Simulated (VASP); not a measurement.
Consider the following.

```yaml
crystal:
  lattice:
    - [3.99074, 0.00000, 0.00000]
    - [0.00000, 3.99074, 0.00000]
    - [0.00000, 0.00000, 4.10588]
  atoms:
    - { symbol: Ba, position: [0.00000, 0.00000, 0.00345] }
    - { symbol: Ti, position: [0.50000, 0.50000, 0.52153] }
    - { symbol: O, position: [0.50000, 0.50000, 0.96923] }
    - { symbol: O, position: [0.00000, 0.50000, 0.48490] }
    - { symbol: O, position: [0.50000, 0.00000, 0.48490] }
```

Level of theory: r2SCAN meta-GGA, VASP's PBE PAW potentials (set 64) (plane waves; VASP). Numerical set-up: 520 eV cut-off, 6×6×6 Γ-centred mesh, tetrahedra with Blöchl corrections, potentials Ba_sv Ti_sv O.

Unless said otherwise, spin-orbit coupling is left out, though it shifts the bands of the heavy elements here.

**Question.** Give the energies of bands 12 to 23 at the high-symmetry points, in eV from the valence-band maximum.

**Answer.** 
```json
[
 {"band": "12", "Γ": "-2.55", "X": "-4.17", "M": "-4.47", "Z": "-4.15", "R": "-4.39", "A": "-4.56"},
 {"band": "13", "Γ": "-2.46", "X": "-2.92", "M": "-4.12", "Z": "-2.87", "R": "-4.15", "A": "-3.98"},
 {"band": "14", "Γ": "-2.46", "X": "-2.91", "M": "-4.00", "Z": "-2.87", "R": "-3.96", "A": "-3.95"},
 {"band": "15", "Γ": "-1.52", "X": "-2.50", "M": "-2.88", "Z": "-2.08", "R": "-2.94", "A": "-2.63"},
 {"band": "16", "Γ": "-1.52", "X": "-1.98", "M": "-2.88", "Z": "-2.08", "R": "-2.65", "A": "-2.58"},
 {"band": "17", "Γ": "-1.27", "X": "-1.92", "M": "-1.99", "Z": "-2.02", "R": "-1.86", "A": "-2.58"},
 {"band": "18", "Γ": "-0.65", "X": "-1.70", "M": "-1.11", "Z": "-1.99", "R": "-1.07", "A": "-0.29"},
 {"band": "19", "Γ": "-0.47", "X": "-1.32", "M": "-1.11", "Z": "-0.76", "R": "-1.02", "A": "-0.29"},
 {"band": "20", "Γ": "-0.47", "X": "-1.15", "M": "-0.07", "Z": "-0.76", "R": "-0.37", "A": "0.00"},
 {"band": "21", "Γ": "2.17", "X": "2.69", "M": "3.94", "Z": "2.31", "R": "3.86", "A": "4.45"},
 {"band": "22", "Γ": "2.59", "X": "3.84", "M": "3.94", "Z": "3.85", "R": "3.87", "A": "4.45"},
 {"band": "23", "Γ": "2.59", "X": "3.91", "M": "4.32", "Z": "3.85", "R": "4.21", "A": "4.52"}
]
```

The gap is indirect, 2.18 eV, from the valence maximum at A to the conduction minimum at Γ.

The compound is BaTiO3 in the tetragonal perovskite structure. It was relaxed first.
